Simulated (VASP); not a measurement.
Input:

```yaml
crystal:
  lattice:
    - [4.20990, 0.00000, 0.00000]
    - [0.00000, 4.20990, 0.00000]
    - [0.00000, 0.00000, 4.20990]
  atoms:
    - { symbol: Cs, position: [0.00000, 0.00000, 0.00000] }
    - { symbol: Cl, position: [0.50000, 0.50000, 0.50000] }
```

All values below come from PBE GGA, VASP's PBE PAW potentials (set 64) (plane waves; VASP 6.6.1). Numerical set-up: 520 eV cut-off, Gaussian smearing of 0.050 eV, potentials Cs_sv Cl.

Unless said otherwise, spin-orbit coupling is left out, though it shifts the bands of the heavy elements here.

**Question.** Give the energies of bands 3 to 11 at the high-symmetry points, in eV from the valence-band maximum.

**Answer.** 
```csv
band,Γ,X,M,R
3,-6.00,-6.47,-6.65,-6.46
4,-6.00,-5.89,-6.65,-6.46
5,-6.00,-5.89,-5.82,-6.46
6,0.00,-1.04,-0.41,-0.95
7,0.00,-0.18,-0.41,-0.95
8,0.00,-0.18,-0.03,-0.95
9,4.99,6.38,5.88,8.22
10,5.44,7.31,5.97,8.22
11,5.44,8.48,7.90,8.22
```

The gap is direct, 4.99 eV, from the valence maximum at Γ to the conduction minimum at Γ.

Measured: gap 8.35 eV at 80 K (computed value off by -3.36 eV), as given by Wikipedia, Caesium chloride.

The compound is CsCl in the CsCl type structure. It was relaxed first, which changed the volume by +7 %.
